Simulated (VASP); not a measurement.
Level of theory: LDA (Ceperley-Alder, Perdew-Zunger), VASP's LDA PAW potentials (set 64) (plane waves; VASP). For the first row: Settings: 520 eV cut-off, 8×8×8 Γ-centred mesh, first-order Methfessel-Paxton smearing of 0.10 eV, potentials Ti_sv Pt.

```
system             energy (eV/atom)
-----------------  ----------------
Pt$_{3}$Ti (L1_2)           -8.6560
Ti (hcp)                    -8.5500
Pt (fcc)                    -7.5034
```

The references are the elements' solids at the same level; no temperature or zero-point terms are added.  Spin-orbit coupling is left out, which shifts such energies by up to tenths of an eV for the heavy elements here.

Question: What is the formation energy per atom of Pt$_{3}$Ti?

Answer: The references average (1×(-8.5500) + 3×(-7.5034))/4 = -7.7651 eV, so the formation energy is -8.6560 − (-7.7651) = -0.891 eV/atom.
